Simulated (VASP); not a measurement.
Set up this calculation in VASP 6.6.1, as the native input.

| Property | Result |
| --- | --- |
| Task | relaxation of cell and atoms |
| Functional | PBE |
| Potentials or basis | VASP PAW PBE potentials, release 64 (Be, Zn, Te) |
| Cutoff | 520 eV |
| k mesh | 5 × 5 × 5 |
| Occupations | gaussian, width 0.15 eV |
| Spin | no spin polarisation |
| Further INCAR settings | PREC = Normal; ALGO = Fast; EDIFF = 0.0001; IBRION = 2; EDIFFG = -0.08; NSW = 24; ISIF = 3 |

The structure of BeZn2Te3 lies in POSCAR:

```
BeZn2Te3
1.0
   -2.0850000000      2.0850000000      8.8500000000
    2.0850000000     -2.0850000000      8.8500000000
    2.0850000000      2.0850000000     -8.8500000000
Be Zn Te
1 2 3
Direct
    0.0000000000      0.0000000000      0.0000000000
    0.6666700000      0.6666700000      0.0000000000
    0.3333300000      0.3333300000      0.0000000000
    0.2500000000      0.7500000000      0.5000000000
    0.5833300000      0.0833300000      0.5000000000
    0.9166700000      0.4166700000      0.5000000000
```

The cell was built by a generator and needn't be a form met in nature.

One way to write it, as run:

INCAR

```
PREC = Normal
ENCUT = 520
EDIFF = 1E-4
ISMEAR = 0
SIGMA = 0.15
LREAL = F
LASPH = T
NELM = 60
ALGO = Fast
ISIF = 3
LWAVE = F
LCHARG = F
GGA = PE
IBRION = 2
NSW = 24
EDIFFG = -0.08
```

KPOINTS

```
regular mesh
0
Gamma
  5 5 5
```

Potentials or basis: VASP PAW PBE potentials, release 64 (Be, Zn, Te).

The run is started by

```console
$ cat potpaw_PBE.64/Be/POTCAR potpaw_PBE.64/Zn/POTCAR potpaw_PBE.64/Te/POTCAR > POTCAR
$ mpirun -np 1 vasp_std > vasp.out
```

It gave:

```
Relaxed volume                         : 27.43 Å³/atom
Relaxed cell                           : a = 9.568 Å, b = 9.568 Å, c = 9.568 Å, α = 154.30°, β = 154.30°, γ = 36.67°
Space group after relaxing (to 0.05 Å) : I-4m2 (No. 119)
Energy gained by relaxing              : 56.6 meV/atom
Ionic steps                            : 12
Pressure after relaxing                : -0.3 GPa
Largest force after relaxing           : 0.060 eV/Å
Band gap on the k mesh                 : 1.63 eV, direct
```

Caveat: the k mesh is coarse (spacing up to 0.43 Å⁻¹), so the values aren't converged; spin-orbit coupling is left out, which moves the levels of the heavy elements; an odd mesh through Γ misses points on the zone boundary, where band edges often lie; the relaxation stopped at a loose force limit of 0.08 eV/Å, so its end isn't a converged minimum.

It took 15 min on 1 thread of Intel(R) Xeon(R) Platinum 8488C (Sapphire Rapids), on a shared host, peak memory 0.46 GiB.
